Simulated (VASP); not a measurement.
The system is Be2Si.

```
Si Be
1.0
    -0.01090    2.65511    2.62128
     2.68219    0.01129    2.59910
     2.67571    2.62645    0.01776
Si Be
1 2
Direct
  0.00000 0.00000 0.00000
  0.25000 0.25000 0.25000
  0.75000 0.75000 0.75000
```

The cell comes from a database or a generator and needn't be the stable form of this composition.

The cell isn't the ideal one: cell strained at random at fixed volume.

| Item | Value |
| --- | --- |
| Program | VASP 6.6.1 |
| Task | relaxation of cell and atoms |
| Functional | PBE0 |
| Dispersion | D2 |
| Potentials or basis | VASP PAW PBE potentials, release 64 (Si, Be) |
| Cutoff | 600 eV |
| k mesh | 5 × 5 × 5 |
| Occupations | fermi-dirac, width 0.05 eV |
| Spin | no spin polarisation |

At the start: pressure -2.4 GPa; volume 12.27 Å³/atom.

Where does the relaxation end?

Over 8 steps the energy falls by 4.1 meV/atom and the volume is 11.98 Å³/atom (-2.3 %); space group I4/mmm (No. 139, to 0.05 Å).

Step by step:
```
step  energy change (eV)  largest force (eV/Å)  pressure (GPa)  volume (Å³)
   1              0.0000                0.0518           -2.37        36.80
   2             -0.0117                0.0104            0.33        35.84
   3             -0.0117                0.0090            0.24        35.87
   4             -0.0117                0.0082            0.19        35.89
   5             -0.0122                0.0084            0.01        35.95
   6             -0.0123                0.0144           -0.20        36.02
   7             -0.0123                0.0135           -0.14        36.00
   8             -0.0124                0.0056            0.01        35.95
```

Final structure:
```yaml
crystal:
  lattice:
    - [-0.00023, 2.62079, 2.59979]
    - [2.63865, 0.00039, 2.59955]
    - [2.63851, 2.62023, 0.00029]
  atoms:
    - { symbol: Si, position: [0.00000, 0.00000, 0.00000] }
    - { symbol: Be, position: [0.25031, 0.24996, 0.24972] }
    - { symbol: Be, position: [0.74969, 0.75004, 0.75028] }
```

Caveat: the k mesh is coarse (spacing up to 0.42 Å⁻¹), so the values aren't converged, least of all with exact exchange; atom-pairwise D2, TS and ULG terms overbind metals; the PAW data sets were made with another functional, which shifts forces and pressure a little; pairwise dispersion overbinds metals, which lowers pressure and volume.
